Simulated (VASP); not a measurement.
Calculation: PBE GGA, VASP's PBE PAW potentials (set 64) (plane waves; VASP 6.6.1).

VASP input:

**INCAR**
```
! general
SYSTEM   =  Si2Mo
PREC     =  Accurate
ENCUT    =  300
LREAL    =  .FALSE.
LASPH    =  .TRUE.

! electronic loop
EDIFF    =  1E-6
NELM     =  100
ALGO     =  Normal
LMAXMIX  =  4

! smearing
ISMEAR   =  -1
SIGMA    =  0.1

! functional
GGA      =  PE

! ions
IBRION   =  2
NSW      =  50
ISIF     =  3
EDIFFG   =  -0.01

! output
LWAVE    =  .FALSE.
LCHARG   =  .FALSE.
```

### KPOINTS
```
Automatic mesh
0
Gamma
11 11 11
0 0 0
```

File POSCAR:
```
Si2Mo
1
   -1.6242390000     1.6242390000     3.9620270000
    1.6242390000    -1.6242390000     3.9620270000
    1.6242390000     1.6242390000    -3.9620270000
Si Mo
2 1
Direct
  0.6645700000   0.6645700000   0.0000000000
  0.3354300000   0.3354300000   0.0000000000
  0.0000000000   0.0000000000   0.0000000000
```

POTCAR, in this order: Si Mo_sv (PBE.64 set). Program: vasp_std.

The run wrote:

File OSZICAR:
```
       N       E                     dE             d eps       ncg     rms          rms(c)
DAV:   1     0.649223429910E+02    0.64922E+02   -0.85937E+03  4172   0.915E+02
DAV:   2    -0.228534010631E+02   -0.87776E+02   -0.86599E+02  4872   0.247E+02
DAV:   3    -0.241712633864E+02   -0.13179E+01   -0.13127E+01  4907   0.281E+01
DAV:   4    -0.241772096145E+02   -0.59462E-02   -0.59450E-02  4529   0.208E+00
DAV:   5    -0.241772568955E+02   -0.47281E-04   -0.47281E-04  4970   0.161E-01    0.193E+01
DAV:   6    -0.234253490973E+02    0.75191E+00   -0.83266E+00  4368   0.190E+01    0.428E+00
DAV:   7    -0.232710274271E+02    0.15432E+00   -0.13387E+00  4245   0.724E+00    0.405E+00
DAV:   8    -0.232351958681E+02    0.35832E-01   -0.12114E-01  4515   0.279E+00    0.455E-01
DAV:   9    -0.232344312818E+02    0.76459E-03   -0.23322E-03  4711   0.395E-01    0.257E-01
DAV:  10    -0.232343823680E+02    0.48914E-04   -0.78147E-04  4536   0.256E-01    0.550E-02
DAV:  11    -0.232343654772E+02    0.16891E-04   -0.29334E-04  4424   0.133E-01    0.415E-02
DAV:  12    -0.232343600451E+02    0.54321E-05   -0.27659E-05  4313   0.378E-02    0.107E-02
DAV:  13    -0.232343596307E+02    0.41439E-06   -0.12437E-06  2661   0.681E-03
   1 F= -.23234360E+02 E0= -.23228724E+02  d E =-.232344E+02
       N       E                     dE             d eps       ncg     rms          rms(c)
DAV:   1    -0.242317038317E+02   -0.99734E+00   -0.23623E+01  4312   0.537E+01    0.134E+01
DAV:   2    -0.233329817117E+02    0.89872E+00   -0.73106E+00  4186   0.216E+01    0.309E+00
DAV:   3    -0.232284334470E+02    0.10455E+00   -0.53588E-01  4081   0.429E+00    0.108E+00
DAV:   4    -0.232128273889E+02    0.15606E-01   -0.58862E-02  4417   0.245E+00    0.918E-01
DAV:   5    -0.232128787021E+02   -0.51313E-04   -0.35613E-03  4536   0.512E-01    0.412E-01
DAV:   6    -0.232130509400E+02   -0.17224E-03   -0.58254E-04  4564   0.145E-01    0.246E-02
DAV:   7    -0.232130436270E+02    0.73130E-05   -0.54465E-05  4522   0.455E-02    0.646E-03
DAV:   8    -0.232130421307E+02    0.14964E-05   -0.52939E-06  4185   0.160E-02    0.360E-03
DAV:   9    -0.232130419462E+02    0.18443E-06   -0.19191E-07  2065   0.344E-03
   2 F= -.23213042E+02 E0= -.23208125E+02  d E =0.213177E-01
       N       E                     dE             d eps       ncg     rms          rms(c)
DAV:   1    -0.236384946820E+02   -0.42545E+00   -0.85692E+00  4298   0.327E+01    0.674E+00
DAV:   2    -0.233306243148E+02    0.30787E+00   -0.38294E+00  4249   0.146E+01    0.176E+00
DAV:   3    -0.232569902935E+02    0.73634E-01   -0.38452E-01  4110   0.363E+00    0.548E-01
DAV:   4    -0.232521908251E+02    0.47995E-02   -0.25881E-02  4389   0.136E+00    0.231E-01
DAV:   5    -0.232523381067E+02   -0.14728E-03   -0.25785E-03  4662   0.420E-01    0.208E-01
DAV:   6    -0.232523174944E+02    0.20612E-04   -0.58626E-04  4298   0.134E-01    0.297E-02
DAV:   7    -0.232523163520E+02    0.11424E-05   -0.13473E-05  4662   0.250E-02    0.747E-03
DAV:   8    -0.232523168583E+02   -0.50634E-06   -0.94143E-07  2731   0.674E-03
   3 F= -.23252317E+02 E0= -.23247023E+02  d E =-.179572E-01
       N       E                     dE             d eps       ncg     rms          rms(c)
DAV:   1    -0.232523869647E+02   -0.70613E-04   -0.16159E-03  4291   0.444E-01    0.979E-02
DAV:   2    -0.232523273375E+02    0.59627E-04   -0.64568E-04  4207   0.192E-01    0.259E-02
DAV:   3    -0.232523163486E+02    0.10989E-04   -0.61391E-05  4124   0.457E-02    0.777E-03
DAV:   4    -0.232523155432E+02    0.80545E-06   -0.42211E-06  4060   0.194E-02
   4 F= -.23252316E+02 E0= -.23247028E+02  d E =-.179559E-01
       N       E                     dE             d eps       ncg     rms          rms(c)
DAV:   1    -0.232541090387E+02   -0.17927E-02   -0.58664E-02  3983   0.235E+00    0.215E-01
DAV:   2    -0.232529766394E+02    0.11324E-02   -0.18807E-03  4753   0.358E-01    0.105E-01
DAV:   3    -0.232526743075E+02    0.30233E-03   -0.90330E-04  4893   0.240E-01    0.293E-02
DAV:   4    -0.232526745316E+02   -0.22415E-06   -0.43978E-05  3990   0.428E-02    0.109E-02
DAV:   5    -0.232526750959E+02   -0.56430E-06   -0.31920E-06  3930   0.141E-02
   5 F= -.23252675E+02 E0= -.23247256E+02  d E =-.359553E-03
       N       E                     dE             d eps       ncg     rms          rms(c)
DAV:   1    -0.232527311472E+02   -0.56616E-04   -0.16890E-03  3976   0.398E-01    0.374E-02
DAV:   2    -0.232526983575E+02    0.32790E-04   -0.55584E-05  4753   0.618E-02    0.181E-02
DAV:   3    -0.232526891037E+02    0.92538E-05   -0.26504E-05  4872   0.415E-02    0.463E-03
DAV:   4    -0.232526889228E+02    0.18093E-06   -0.12437E-06  2518   0.735E-03
   6 F= -.23252689E+02 E0= -.23247293E+02  d E =-.373380E-03
       N       E                     dE             d eps       ncg     rms          rms(c)
DAV:   1    -0.232528361535E+02   -0.14705E-03   -0.41750E-03  4410   0.652E-01    0.126E-01
DAV:   2    -0.232527358873E+02    0.10027E-03   -0.80504E-04  4375   0.224E-01    0.263E-02
DAV:   3    -0.232527168287E+02    0.19059E-04   -0.83253E-05  4392   0.536E-02    0.128E-02
DAV:   4    -0.232527132226E+02    0.36061E-05   -0.12808E-05  4592   0.328E-02    0.646E-03
DAV:   5    -0.232527127223E+02    0.50030E-06   -0.48181E-07  2058   0.585E-03
   7 F= -.23252713E+02 E0= -.23247301E+02  d E =-.237995E-04
```

**OUTCAR**
```
------------------------ aborting loop because EDIFF is reached ----------------------------------------
  FORCE on cell =-STRESS in cart. coord.  units (eV):
  Direction    XX          YY          ZZ          XY          YZ          ZX
  --------------------------------------------------------------------------------------
  Total       -0.0182293     -0.0182293     -0.0249087      0.0000000     -0.0000000      0.0000000
  in kB       -0.7173291     -0.7173291     -0.9801676      0.0000000     -0.0000000      0.0000000
  external PRESSURE =      -0.8049419 kB  Pullay stress =       0.0000000 kB
  volume of cell :       40.72
      direct lattice vectors                 reciprocal lattice vectors
    -1.608008032  1.608008032  3.936635245     0.000000000  0.310943720  0.127012021
     1.608008032 -1.608008032  3.936635245     0.310943720  0.000000000  0.127012021
     1.608008032  1.608008032 -3.936635245     0.310943720  0.310943720  0.000000000
 POSITION                                       TOTAL-FORCE (eV/Angst)
 -----------------------------------------------------------------------------------
      0.00000      0.00000      5.23543         0.000000      0.000000      0.001823
      1.60801      1.60801     -1.29880         0.000000      0.000000     -0.001823
      1.60801      1.60801     -3.93664        -0.000000     -0.000000      0.000000
 -----------------------------------------------------------------------------------
    total drift:                                0.000000      0.000000     -0.000000
  FREE ENERGIE OF THE ION-ELECTRON SYSTEM (eV)
  ---------------------------------------------------
  free  energy   TOTEN  =       -23.2527127223 eV

  energy  without entropy=      -23.2418900043  energy(sigma->0) =      -23.24730136

 reached required accuracy - stopping structural energy minimisation
```
(Selected blocks of OUTCAR.)

### CONTCAR
```
Si2Mo
   1.00000000000000
    -1.6080080322280461    1.6080080322280461    3.9366352446526256
     1.6080080322280461   -1.6080080322280461    3.9366352446526256
     1.6080080322280461    1.6080080322280461   -3.9366352446526256
  Si              Mo
     2     1
Direct
     0.6649631187692659    0.6649631187692659    0.0000000000000000
     0.3350368812307341    0.3350368812307341    1.0000000000000000
     0.0000000000000000    0.0000000000000000    1.0000000000000000
```

At this cut-off the stress carries a Pulay error, which pulls relaxed volumes low. Energy and stress use the plane-wave basis of the starting cell.

The structure comes from a computed database's Si2Mo entry; how it stands against other phases isn't given here. This run relaxes it. Symmetry was kept, so distortions that lower it aren't found. The run is one of a series of settings (EDIFFG = -0.01, IBRION = 2, ISIF = 3, NSW = 50 against the base run), some of them coarse on purpose.
